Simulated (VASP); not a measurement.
OSZICAR of a VASP run on GaN (zinc blende):

**OSZICAR**
```
       N       E                     dE             d eps       ncg     rms          rms(c)
DAV:   1     0.917651862974E+02    0.91765E+02   -0.10652E+04  1573   0.291E+03
DAV:   2    -0.932645217271E+01   -0.10109E+03   -0.94934E+02  1626   0.387E+02
DAV:   3    -0.159090018590E+02   -0.65825E+01   -0.65494E+01  1651   0.885E+01
DAV:   4    -0.159935082012E+02   -0.84506E-01   -0.84474E-01  1691   0.103E+01
DAV:   5    -0.159945103117E+02   -0.10021E-02   -0.10021E-02  1680   0.111E+00    0.834E+00
DAV:   6    -0.135950398856E+02    0.23995E+01   -0.59665E+00  2069   0.587E+01    0.270E+00
DAV:   7    -0.135737281645E+02    0.21312E-01   -0.47183E-01  1491   0.757E+00    0.180E+00
DAV:   8    -0.135471285953E+02    0.26600E-01   -0.63147E-02  1885   0.466E+00    0.572E-01
DAV:   9    -0.135433303625E+02    0.37982E-02   -0.20060E-02  2137   0.414E+00    0.133E-01
DAV:  10    -0.135431995675E+02    0.13080E-03   -0.15898E-03  1763   0.669E-01    0.281E-02
DAV:  11    -0.135432031125E+02   -0.35450E-05   -0.10440E-04  1644   0.105E-01    0.227E-02
DAV:  12    -0.135432031939E+02   -0.81428E-07   -0.14959E-06  1286   0.256E-02
   1 F= -.82163537E+01 E0= -.82163537E+01  d E =-.821635E+01
```

Question: Which electronic solver shows in the log?

Answer: It is blocked Davidson (ALGO = Normal, or the opening steps of other solvers). The INCAR had ALGO = Normal.

Question: Can the final energy be trusted as converged?

Answer: Self-consistency was reached. It stopped with EDIFF = 1E-6, NELM = 100, NSW = 40 and EDIFFG = -0.02 after 1 ionic step (LDA (Ceperley-Alder, Perdew-Zunger), plane waves, VASP's LDA PAW potentials (set 64)).

The compound is GaN in the zinc blende structure, a metastable form; wurtzite is the usual one. It was relaxed first under an external pressure of 45 GPa.
